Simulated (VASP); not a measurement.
TiO$_{2}$ (rutile): computed properties

These are PBEsol GGA, VASP's PBE PAW potentials (set 64) (plane waves; VASP) values and carry that method's errors.

```yaml
space_group: P4_2/mnm (136)
cell: a = 4.5947 Å, b = 4.5947 Å, c = 2.9437 Å, α = 90.00°, β = 90.00°, γ = 90.00°
volume_per_atom: 10.36 Å³/atom
band gap (over mesh and band path): 1.83 eV
smallest direct gap (over mesh and band path): 1.83 eV
band_edge_character: direct, Γ to Γ
density: 4.27 g/cm³
```

TiO$_{2}$ is modelled in the tetragonal space group P4₂/mnm (No. 136), the rutile structure, Pearson symbol tP6. Conventional cell: a = b = 4.595 Å, c = 2.944 Å, α = β = γ = 90.00°. Ti on 2a is surrounded by 6 O at 1.945–1.977 Å (octahedral). O on 4f sees 3 Ti at 1.945–1.977 Å (trigonal planar). (Neighbours: up to the widest gap in distance over summed covalent radii, below 1.35, at either atom; cation-cation and far metal-metal contacts left out.)

Measured: a 4.587 Å at 15 K (computed value off by +0.2 %), c 2.954 Å at 15 K (computed value off by -0.3 %), as given by Burdett, Hughbanks, Miller, Richardson, Smith, powder neutron diffraction studies of the rutile and anatase …. The calculation is for a static lattice, while the measured a, c hold thermal and zero-point effects, which are part of the difference.

The compound is TiO2 in the rutile structure. It was relaxed first. Symmetry was kept, so distortions that lower it aren't found.
